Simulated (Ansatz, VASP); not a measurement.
# One calculation of LiC4, two programs

INCAR

```
PREC = Accurate ; ENCUT = 520
EDIFF = 1E-7 ; ISMEAR = 0
SIGMA = 0.1 ; LREAL = F
LASPH = T ; NELM = 100
ALGO = Normal ; ISIF = 2
LWAVE = F ; LCHARG = T
GGA = PE ; LELF = T
LVHAR = T ; NBANDS = 18
```

KPOINTS

```
regular mesh
0
Gamma
  4 4 6
```

The input POSCAR:

```
LiC4
1.0
    3.7160365700     -3.7160365700      0.0000000000
    3.7160365700      3.7160365700      0.0000000000
    0.0000000000      0.0000000000      3.4159250600
Li C
1 4
Direct
    0.0000000000      0.0000000000      0.0000000000
    0.6950000000      0.3050000000      0.0000000000
    0.3050000000      0.6950000000      0.0000000000
    0.8050000000      0.8050000000      0.5000000000
    0.1950000000      0.1950000000      0.5000000000
```

Input for Ansatz:

```yaml
crystal:
  lattice:
    - [3.71603657, -3.71603657, 0.0]
    - [3.71603657, 3.71603657, 0.0]
    - [0.0, 0.0, 3.41592506]
  atoms:
    - { symbol: Li, position: [0.0, 0.0, 0.0] }
    - { symbol: C, position: [0.695, 0.305, 0.0] }
    - { symbol: C, position: [0.305, 0.695, 0.0] }
    - { symbol: C, position: [0.805, 0.805, 0.5] }
    - { symbol: C, position: [0.195, 0.195, 0.5] }
basis:
  ecutwfc: 420
kpoints:
  mp_grid: { grid: [4, 4, 6] }
hamiltonian:
  xc: pbe
scf:
  occupations: { method: gaussian, width: 0.1 }
  lower_state_search: "off"
output:
  forces: true
  stress: true
  eigenvalues: true
```

Change from the starting cell: ordered vacancies on the cation sites of rutile (Cmmm, No. 65).

Alike in both runs: task single point; functional PBE; k mesh 4 × 4 × 6; occupations gaussian, width 0.1 eV; no spin polarisation.

|  | VASP | Ansatz |
| --- | --- | --- |
| version | VASP 6.6.1 | Ansatz 0.2.0 |
| potentials or method | VASP PAW PBE potentials, release 64 (Li_sv, C) | scalar-relativistic, plane waves, PAW |
| plane-wave cutoff (eV) | 520 | 420 |
| valence electrons in the cell | 19 | 19 |

VASP gave:

| Item | Value |
| --- | --- |
| gap on the k mesh at the Fermi level (eV) | none |
| rms of the force components (eV/Å) | 0.206 |

What did Ansatz give for the same quantities?

gap on the k mesh at the Fermi level (eV): none; rms of the force components (eV/Å): 0.205.

Atom by atom the forces differ by 0.001 eV/Å (rms over components). A gap of «none» marks a metal or a gap that the smearing closes.
